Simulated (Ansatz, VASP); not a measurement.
# ScAl2As3: VASP beside Ansatz

File INCAR:

```
PREC     = Accurate       # precision mode
ENCUT    = 520            # plane-wave cutoff, eV
EDIFF    = 1E-7           # SCF threshold, eV
ISMEAR   = 0              # smearing method
SIGMA    = 0.1            # smearing width, eV
LREAL    = F              # projectors in reciprocal space
LASPH    = T              # aspherical terms in the spheres
NELM     = 150            # most SCF steps
ALGO     = Normal         # electronic algorithm
ISIF     = 2              # what is computed and relaxed
LWAVE    = F              # write WAVECAR
LCHARG   = T              # write CHGCAR
ISPIN    = 2              # spin polarisation
MAGMOM   = 1 0 0 0 0 0    # initial moments
LORBIT   = 11             # projections on sites
LMAXMIX  = 4              # l up to which the mixer works
GGA      = PE             # functional
LELF     = T              # ELF
LVHAR    = T            
NBANDS   = 29             # bands
```

File KPOINTS:

```
regular mesh
0
Gamma
  4 4 2
```

The input POSCAR:

```
ScAl2As3
1.0
    3.8217085420      0.0000000000      0.0000000000
    0.0000000000      3.8217085420      0.0000000000
    0.0000000000      0.0000000000      7.7302276572
Sc Al As
1 2 3
Direct
    0.5000000000      0.5000000000      0.0000000000
    0.5000000000      0.0000000000      0.6709879925
    0.0000000000      0.5000000000      0.3290120075
    0.5000000000      0.0000000000      0.3310382068
    0.0000000000      0.5000000000      0.6689617932
    0.0000000000      0.0000000000      0.0000000000
```

Input for Ansatz:

```yaml
crystal:
  lattice:
    - [3.821708542, 0.0, 0.0]
    - [0.0, 3.821708542, 0.0]
    - [0.0, 0.0, 7.7302276572]
  atoms:
    - { symbol: Sc, position: [0.5, 0.5, 0.0], spin: 1.0 }
    - { symbol: Al, position: [0.5, 0.0, 0.6709879925] }
    - { symbol: Al, position: [0.0, 0.5, 0.3290120075] }
    - { symbol: As, position: [0.5, 0.0, 0.3310382068] }
    - { symbol: As, position: [0.0, 0.5, 0.6689617932] }
    - { symbol: As, position: [0.0, 0.0, 0.0] }
basis:
  ecutwfc: 420
kpoints:
  mp_grid: { grid: [4, 4, 2] }
hamiltonian:
  xc: pbe
scf:
  occupations: { method: gaussian, width: 0.1 }
  lower_state_search: "off"
output:
  forces: true
  stress: true
  eigenvalues: true
  populations: true
magnetization:
  spin_polarized: true
```

Change from the starting cell: species swapped into the Zr2Sb3Pd type (P-4m2, No. 115).

Alike in both runs: task single point; functional PBE; k mesh 4 × 4 × 2; occupations gaussian, width 0.1 eV; collinear spin.

|  | VASP | Ansatz |
| --- | --- | --- |
| version | VASP 6.6.1 | Ansatz 0.2.0 |
| potentials or method | VASP PAW PBE potentials, release 64 (Sc_sv, Al, As) | scalar-relativistic, plane waves, PAW |
| plane-wave cutoff (eV) | 520 | 420 |
| valence electrons in the cell | 32 | 62 |

```tsv
	VASP	Ansatz	Ansatz less VASP
gap on the k mesh at the Fermi level (eV)	none	none	-
pressure (GPa)	0.3	0.2	-0.18
rms of the force components (eV/Å)	0.005	0.006	+0.0004
net moment per atom (μB)	0.00	0.00	0.000
```

Atom by atom the forces differ by 0.002 eV/Å (rms over components). A gap of «none» marks a metal or a gap that the smearing closes. The functional is the same, so the differences come from potentials, cutoffs and numerics. The two sets of potentials don't hold the same shells in valence. Ansatz warned: «seeded_moment_not_kept».

Caveats: the k mesh is coarse (spacing up to 0.41 Å⁻¹), so the values aren't converged.
